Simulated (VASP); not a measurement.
The cell holds one K (bcc) (110) slab, with vacuum along c, ions free to move until forces fall under 0.03 eV/Å, no reconstruction beyond this cell, dipole correction on.

Here is the system:

```
CELL_PARAMETERS angstrom
      4.51172     0.00000     0.00000
     -1.50391     4.25369     0.00000
      0.00000     0.00000    25.85166
ATOMIC_POSITIONS crystal
  K  0.50000 0.50000 0.35750
  K  0.00000 0.00000 0.50000
  K  0.50000 0.50000 0.64250
```

Computed with PBEsol GGA, VASP's PBE PAW potentials (set 64) (plane waves; VASP). Numerical set-up: 400 eV cut-off, 7×7×1 Γ-centred mesh, first-order Methfessel-Paxton smearing of 0.10 eV, potentials K_sv.

Slab and bulk use different k-meshes, so the surface energy is good to a few per cent at best.

The surface energy is 0.12 J/m^2. The work function comes out as 2.37 eV and the band gap (on the k-mesh) is none (metal, semimetal or under 0.01 eV).

The cell is a thin slab with vacuum, built from K (bcc): (110) face.
